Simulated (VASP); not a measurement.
Given:

```
CELL_PARAMETERS angstrom
      2.20906     1.27540    10.75243
     -2.20906     1.27540    10.75243
      0.00000    -2.55081    10.75243
ATOMIC_POSITIONS crystal
  Bi 0.60317 0.60317 0.60317
  Bi 0.39683 0.39683 0.39683
  Te 0.78319 0.78319 0.78319
  Te 0.21681 0.21681 0.21681
  Te 0.00000 0.00000 0.00000
```

The numbers are results of PBE GGA, VASP's PBE PAW potentials (set 64) (plane waves; VASP), not measurements. Settings: 300 eV cut-off, 4×4×4 Γ-centred mesh, Fermi-Dirac smearing of 0.010 eV, potentials Bi_d Te.

At this cut-off the stress carries a Pulay error, which pulls relaxed volumes low.

**Question.** Which forces act on the atoms, in eV/Å?

**Answer.** 
| atom | Fx | Fy | Fz |
|---|---|---|---|
| Bi1 | 0.000 | 0.000 | 0.081 |
| Bi2 | 0.000 | 0.000 | -0.081 |
| Te3 | 0.000 | 0.000 | 0.117 |
| Te4 | 0.000 | 0.000 | -0.117 |
| Te5 | 0.000 | 0.000 | 0.000 |

**Question.** Give the stress tensor in GPa (positive for a compressed cell).

**Answer.** 
```
0.46  0.00  0.00
0.00  0.46  0.00
0.00  0.00  0.32
```
The pressure is its mean diagonal, 0.42 GPa.

The structure comes from a computed database's Bi2Te3 entry; how it stands against other phases isn't given here. The cell was not relaxed at this level.
